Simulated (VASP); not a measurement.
Calculation: LDA (Ceperley-Alder, Perdew-Zunger), VASP's LDA PAW potentials (set 64) (plane waves; VASP).

A VASP calculation is set up with these files.

INCAR:
```
SYSTEM = CoO
PREC = Accurate; ENCUT = 200; LREAL = F
LASPH = T
EDIFF = 1E-6; NELM = 100; ALGO = Normal
LMAXMIX = 4
ISMEAR = 1; SIGMA = 0.5
ISIF = 2
LWAVE = F; LCHARG = F
```

### POSCAR
```
CoO
1
    2.9048220000     0.0000000000     0.0000000000
   -2.9048220000     2.9048220000     0.0000000000
    0.0000000000     0.0000000000    18.1620000000
Co O
4 4
Direct
 -0.0255150000   0.0047010000   0.3304110000
  1.0035010000   0.5020300000   0.4414140000
 -0.0053080000  -0.0017610000   0.5570130000
  1.0082070000   0.5043550000   0.6698690000
  0.0112950000   0.0166480000   0.4433120000
  0.9779640000   0.4753820000   0.3302430000
  0.0013720000   0.0016790000   0.6710990000
  1.0284850000   0.4969660000   0.5566390000
```

**KPOINTS**
```
K-points
0
Gamma
  4 4 1
0 0 0
```

POTCAR, in this order: Co O (LDA.64 set). Program: vasp_std.

Q: What will the output report for the number of irreducible k-points (NKPTS), largest plane-wave count, number of space-group operations, FFT grid (NGX, NGY, NGZ)?

A: 
| Quantity | Result |
|---|---|
| number of irreducible k-points (NKPTS) | 10 |
| largest plane-wave count | 997 |
| number of space-group operations | 1 |
| FFT grid (NGX, NGY, NGZ) | 14 × 20 × 84 |

The cell is a sheet with vacuum, built from a generated structure. The run is not spin-polarised, so no magnetic state was tried. VASP warned that the highest band is occupied, so more bands are needed.
